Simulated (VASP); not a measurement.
# Mg5W: single point with PBE

Mg5W:

```
CELL_PARAMETERS angstrom
5.25101 -0.02365 -0.00234
-2.64599 4.54035 0.01477
-0.00192 0.01290 4.30030
ATOMIC_POSITIONS crystal
Mg 0.47914 0.97934 0.49474
Mg 0.47003 0.49770 0.45254
Mg 0.00759 0.48291 0.47306
Mg 0.35554 0.68886 0.99558
Mg 0.66952 0.32228 0.95565
W 0.98746 0.00359 0.97710
```

The cell was built by a generator and needn't be a form met in nature.

* Program: VASP 6.6.1
* Task: single point
* Functional: PBE
* Potentials or basis: VASP PAW PBE potentials, release 64 (Mg, W_sv)
* Cutoff: 520 eV
* k mesh: 3 × 3 × 4
* Occupations: fermi-dirac, width 0.1 eV
* Spin: no spin polarisation
* Dipole correction: no
* Further INCAR settings: ALGO = Fast; EDIFF = 1e-06; NBANDS = 21

```yaml
Pressure: 17.4 GPa
Largest_force: 3.214 eV/Å
Band_gap_on_the_k_mesh: none (metal or under the smearing width)
```

Forces on the atoms (eV/Å):
```
Mg  -0.322  1.741 -0.510
Mg   2.808 -1.281  0.897
Mg  -1.914 -0.829  0.050
Mg  -0.544 -0.455 -1.500
Mg  -0.448  0.660  1.065
W    0.421  0.164 -0.001
```

Stress tensor (GPa, compression positive):
```
13.58  0.31  0.10
 0.31 14.53 -0.59
 0.10 -0.59 24.16
```

Levels at points of the mesh, in eV from the Fermi level:
```tsv
k point	band 8	band 9	band 10	band 11	band 12	band 13	band 14	band 15	band 16	band 17
(0.00, 0.00, 0.00)	-2.06	-1.58	-0.69	-0.39	-0.23	-0.04	0.01	0.10	3.14	3.16
(0.00, 0.00, 0.50)	-1.67	-1.36	-1.30	-1.17	0.85	1.33	1.53	1.64	1.73	1.83
```

Run time: 62 s on 1 thread of AMD EPYC 7R43 64-Core Processor (Zen 3), with other jobs on the host, peak memory 0.18 GiB.

Caveat: the k mesh is coarse (spacing up to 0.46 Å⁻¹), so the values aren't converged; so large a pressure means that the cell lies far from this level's equilibrium, or that cutoff or potentials fall short; forces of over 1 eV/Å show positions far from the minimum, so gaps and moduli don't describe the material at rest. Spin-orbit coupling is left out, which matters for the levels of W.
